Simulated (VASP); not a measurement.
# BClF₂: constrained molecular dynamics

BClF₂, molecule in box, 4 atoms in the cell. PBE, constrained or biased molecular dynamics; PAW potentials F, B, Cl (PBE set).

Held coordinates: R 3 2.

## Input

INCAR:
```
PREC     = Normal         # precision mode
EDIFF    = 1E-5           # SCF threshold, eV
LREAL    = False          # projectors in reciprocal space
ALGO     = Normal         # electronic algorithm
NELMIN   = 4            
ISYM     = 0            
LWAVE    = False          # write WAVECAR
LCHARG   = False          # write CHGCAR
IBRION   = 0              # ionic algorithm
ISIF     = 2              # what is computed and relaxed
TEBEG    = 350          
POTIM    = 1.0            # step
RANDOM_SEED= 365207 0 0   
ENCUT    = 400            # plane-wave cutoff, eV
ISMEAR   = 0              # smearing method
SIGMA    = 0.02           # smearing width, eV
MDALGO   = 2            
SMASS    = 0            
LBLUEOUT = True         
NSW      = 40             # ionic steps
```

KPOINTS:
```
k-points
0
Gamma
  1 1 1
```

ICONST:
```
R 3 2 0
R 3 1 7
A 2 3 1 7
M 3 2 1 7
P 3 2 3 1 7
W 3 2 1.57 9 14 7
cX 3 7
X 2 7
```

POSCAR:
```
BClF2
1.0
    8.5000000000      0.0000000000      0.0000000000
    0.0000000000      8.5000000000      0.0000000000
    0.0000000000      0.0000000000      7.5000000000
F B Cl
2 1 1
Direct
    0.4621352900      0.3773882400      0.4032000000
    0.3635588200      0.6226117600      0.4336800000
    0.4746764600      0.5200941100      0.4677733300
    0.6364411800      0.5726352900      0.5968000000
```

Commands:
```
cat potpaw_PBE.64/F/POTCAR potpaw_PBE.64/B/POTCAR potpaw_PBE.64/Cl/POTCAR > POTCAR
mpirun -np 1 vasp_gam > vasp.out
```

## Result

- Mean force dA/dxi (eV per unit): -1.01

The thermostat is set to 350 K; the run averages 375 K.

The constraints are off by 5.0e-06 at most, with SHAKETOL = 1e-05.

ICONST:
```
R 3 2 0
R 3 1 7
A 2 3 1 7
M 3 2 1 7
P 3 2 3 1 7
W 3 2 1.57 9 14 7
cX 3 7
X 2 7
```

REPORT:
```
MDALGO =   2
               SCALING =       0
                 CNEXP =     9.000   14.000
           EQUI_REGIME =      0
          SHAKEMAXITER =      1000
              SHAKETOL =   0.100000E-04
          SHAKETOLSOFT =   0.100000E-04
              SHAKESCA =    2.00000000
           RANDOM_SEED =            365207                0                0

   original number of atomic DOF:          9
   number of independent constraints:      1
   number of active DOF:                   8

========================================
         MD step No.       1
========================================

  Atomic velocities initialized by STEP_tb

  >Monit_coord
   mc> R          1.31045
   mc> A          2.07698
   mc> M          0.66504
   mc> P          0.99986
   mc> W          0.87302
   mc> cX         4.03475
   mc> X          0.36356

  SHAKE converged in   10 steps

  >Const_coord
   cc> R    1.31027   1.31026 -0.381315E-05

  >Blue_moon
        lambda        |z|^(-1/2)    GkT           |z|^(-1/2)*(lambda+GkT)
   b_m>  0.139149E+01  0.262490E+01  0.361853E-14  0.365252E+01

  >Energies
                    E_tot             E_pot             E_kin               EPS                ES
[... 57 lines left out ...]
   mc> M          0.69444
   mc> P          0.96192
   mc> W          0.87301
   mc> cX         4.02500
   mc> X          0.37693

  SHAKE converged in   10 steps

  >Const_coord
   cc> R    1.31027   1.31027  0.282699E-05

  >Blue_moon
        lambda        |z|^(-1/2)    GkT           |z|^(-1/2)*(lambda+GkT)
   b_m> -0.103163E+01  0.262490E+01  0.401567E-14 -0.270792E+01

  >Energies
                    E_tot             E_pot             E_kin               EPS                ES
   e_b>   -0.20661213E+02   -0.20756704E+02    0.18578853E+00    0.80426840E-02   -0.96847553E-01

  >Temperature
               T_sim     T_inst
   tmprt>    350.000    538.993

  >Thermostat:
           s(n+1) sdot(n+1)      s(n)   sdot(n)        Qs
   s_b>  -0.37142   0.03289  -0.40138   0.02704   0.00294

           RANDOM_SEED =            365207               24                0
```

Limits: the run is only 0.04 ps long, so its averages are rough.

VASP 6.6.1 took 98 s on 1 core (Intel Xeon Platinum 8488C (Sapphire Rapids)), a shared host.
